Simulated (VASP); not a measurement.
Level of theory: r2SCAN meta-GGA, VASP's PBE PAW potentials (set 64) (plane waves; VASP).

Input for VASP

### POSCAR
```
RhSe
1
    0.0000000000     2.7572383248     2.7572383248
    2.7572383248     0.0000000000     2.7572383248
    2.7572383248     2.7572383248     0.0000000000
Rh Se
1 1
Direct
  0.0000000000   1.0000000000   1.0000000000
  0.2500000000   0.2500000000   0.2500000000
```

KPOINTS:
```
K-points
0
G
  10 10 10
0 0 0
```

**INCAR**
```
SYSTEM = RhSe
PREC = Accurate; ENCUT = 400; LREAL = F
LASPH = T
EDIFF = 1E-6; NELM = 100; ALGO = Normal
LMAXMIX = 4; LMIXTAU = T
ISMEAR = 1; SIGMA = 0.1
METAGGA = R2SCAN
IBRION = 2; NSW = 60; ISIF = 3
EDIFFG = -0.01
LWAVE = F; LCHARG = F
```

POTCAR, in this order: Rh_pv Se (PBE.64 set). Program: vasp_std.

What VASP printed:

File OUTCAR:
```
 ion  position               nearest neighbor table
   1  0.000  0.000  0.000-   2 2.39   2 2.39   2 2.39   2 2.39
   2  0.250  0.250  0.250-   1 2.39   1 2.39   1 2.39   1 2.39
  LATTYP: Found a face centered cubic cell.
 ALAT       =     5.5144766496
 Subroutine PRICEL returns:
 Original cell was already a primitive cell.
 Subroutine GETGRP returns: Found 24 space group operations
The static configuration has the point symmetry T_d .
The dynamic configuration has the point symmetry T_d .
 Subroutine INISYM returns: Found 24 space group operations
 Subroutine IBZKPT returns following result:
 Found     47 irreducible k-points:

 Following reciprocal coordinates:
            Coordinates               Weight
  0.000000  0.000000  0.000000      1.000000
  0.100000  0.000000  0.000000      8.000000
  0.200000  0.000000  0.000000      8.000000
  0.300000  0.000000  0.000000      8.000000
  0.400000  0.000000  0.000000      8.000000
  0.500000  0.000000  0.000000      4.000000
  0.100000  0.100000  0.000000      6.000000
  0.200000  0.100000  0.000000     24.000000
  0.300000  0.100000  0.000000     24.000000
...
```

### OSZICAR
```
       N       E                     dE             d eps       ncg     rms          rms(c)
DAV:   1     0.804232548150E+02    0.80423E+02   -0.11056E+04  1628   0.116E+03
DAV:   2    -0.413293375004E+02   -0.12175E+03   -0.11957E+03  1490   0.312E+02
DAV:   3    -0.444592361505E+02   -0.31299E+01   -0.31043E+01  1616   0.525E+01
DAV:   4    -0.444848821391E+02   -0.25646E-01   -0.25642E-01  1566   0.487E+00
DAV:   5    -0.444853274472E+02   -0.44531E-03   -0.44530E-03  1658   0.581E-01    0.117E+01
DAV:   6    -0.388827033385E+02    0.56026E+01   -0.62755E+00  1316   0.307E+01    0.573E+00
DAV:   7    -0.387108281963E+02    0.17188E+00   -0.93284E-01  1328   0.124E+01    0.375E+00
DAV:   8    -0.387152382587E+02   -0.44101E-02   -0.14500E-01  1328   0.389E+00    0.125E+00
DAV:   9    -0.387495141931E+02   -0.34276E-01   -0.64078E-02  1352   0.309E+00    0.159E-01
DAV:  10    -0.387488194611E+02    0.69473E-03   -0.43200E-03  1526   0.584E-01    0.642E-02
DAV:  11    -0.387499079097E+02   -0.10884E-02   -0.31611E-03  1412   0.540E-01    0.609E-02
DAV:  12    -0.387508751162E+02   -0.96721E-03   -0.10192E-03  1340   0.316E-01    0.232E-02
DAV:  13    -0.387509753943E+02   -0.10028E-03   -0.90698E-05  1472   0.982E-02    0.585E-03
DAV:  14    -0.387509695077E+02    0.58866E-05   -0.16770E-05  1454   0.441E-02    0.406E-03
DAV:  15    -0.387509851944E+02   -0.15687E-04   -0.41863E-06  1424   0.241E-02    0.769E-04
DAV:  16    -0.387509839718E+02    0.12226E-05   -0.16451E-07   850   0.460E-03    0.409E-04
DAV:  17    -0.387509846807E+02   -0.70888E-06   -0.26330E-08   670   0.166E-03
   1 F= -.38750985E+02 E0= -.38750791E+02  d E =-.387510E+02
       N       E                     dE             d eps       ncg     rms          rms(c)
DAV:   1    -0.387871452324E+02   -0.36161E-01   -0.59578E-01  1316   0.100E+01    0.135E+00
DAV:   2    -0.387566058043E+02    0.30539E-01   -0.24317E-01  1316   0.572E+00    0.495E-01
DAV:   3    -0.387511725545E+02    0.54332E-02   -0.18163E-02  1316   0.161E+00    0.164E-01
DAV:   4    -0.387506872744E+02    0.48528E-03   -0.29197E-03  1394   0.359E-01    0.707E-02
DAV:   5    -0.387505508713E+02    0.13640E-03   -0.67726E-04  1316   0.263E-01    0.397E-02
DAV:   6    -0.387506656992E+02   -0.11483E-03   -0.68451E-04  1376   0.235E-01    0.174E-02
DAV:   7    -0.387508692526E+02   -0.20355E-03   -0.12900E-04  1328   0.995E-02    0.351E-03
DAV:   8    -0.387508685182E+02    0.73437E-06   -0.23169E-06  1292   0.142E-02
   2 F= -.38750869E+02 E0= -.38750675E+02  d E =0.116162E-03
       N       E                     dE             d eps       ncg     rms          rms(c)
DAV:   1    -0.387619054410E+02   -0.11036E-01   -0.17335E-01  1316   0.542E+00    0.726E-01
DAV:   2    -0.387530541151E+02    0.88513E-02   -0.71820E-02  1316   0.314E+00    0.277E-01
DAV:   3    -0.387513702008E+02    0.16839E-02   -0.54849E-03  1316   0.877E-01    0.981E-02
DAV:   4    -0.387512268676E+02    0.14333E-03   -0.87809E-04  1388   0.190E-01    0.401E-02
DAV:   5    -0.387511357172E+02    0.91150E-04   -0.25967E-04  1328   0.166E-01    0.226E-02
DAV:   6    -0.387512027305E+02   -0.67013E-04   -0.24824E-04  1370   0.145E-01    0.107E-02
DAV:   7    -0.387512594412E+02   -0.56711E-04   -0.49734E-05  1328   0.622E-02    0.195E-03
DAV:   8    -0.387512634197E+02   -0.39785E-05   -0.21610E-06  1322   0.134E-02    0.112E-03
DAV:   9    -0.387512628560E+02    0.56373E-06   -0.22918E-07   748   0.478E-03
   3 F= -.38751263E+02 E0= -.38751069E+02  d E =-.278175E-03
```

**OUTCAR**
```
------------------------ aborting loop because EDIFF is reached ----------------------------------------
  FORCE on cell =-STRESS in cart. coord.  units (eV):
  Direction    XX          YY          ZZ          XY          YZ          ZX
  --------------------------------------------------------------------------------------
  Total        0.0013835      0.0013835      0.0013835      0.0000000      0.0000000     -0.0000000
  in kB        0.0531029      0.0531029      0.0531029      0.0000000      0.0000000     -0.0000000
  external PRESSURE =       0.0531029 kB  Pullay stress =       0.0000000 kB
  volume of cell :       41.74
      direct lattice vectors                 reciprocal lattice vectors
    -0.000000000  2.753286530  2.753286530    -0.181601150  0.181601150  0.181601150
     2.753286530  0.000000000  2.753286530     0.181601150 -0.181601150  0.181601150
     2.753286530  2.753286530  0.000000000     0.181601150  0.181601150 -0.181601150
 POSITION                                       TOTAL-FORCE (eV/Angst)
 -----------------------------------------------------------------------------------
      0.00000      0.00000      0.00000        -0.000000      0.000000     -0.000000
      1.37664      1.37664      1.37664         0.000000     -0.000000      0.000000
 -----------------------------------------------------------------------------------
    total drift:                               -0.000001     -0.000001     -0.000002
  FREE ENERGIE OF THE ION-ELECTRON SYSTEM (eV)
  ---------------------------------------------------
  free  energy   TOTEN  =       -38.7512628560 eV

  energy  without entropy=      -38.7506821751  energy(sigma->0) =      -38.75106930

 reached required accuracy - stopping structural energy minimisation
```
(Selected blocks of OUTCAR.)

### CONTCAR
```
RhSe
   1.00000000000000
    -0.0000000000000000    2.7532865301137290    2.7532865301137290
     2.7532865301137290    0.0000000000000000    2.7532865301137290
     2.7532865301137290    2.7532865301137290    0.0000000000000000
  Rh              Se
     1     1
Direct
     0.0000000000000000    0.0000000000000000    0.0000000000000000
     0.2500000000000000    0.2500000000000000    0.2500000000000000
```

The structure was generated: RhSe was put into the zinc blende type (F-43m), which need not be its known phase. This run relaxes it. Symmetry was kept, so distortions that lower it aren't found. The start is the result of an earlier pass. The electron count is odd and the run is not spin-polarised, which forces a metal.
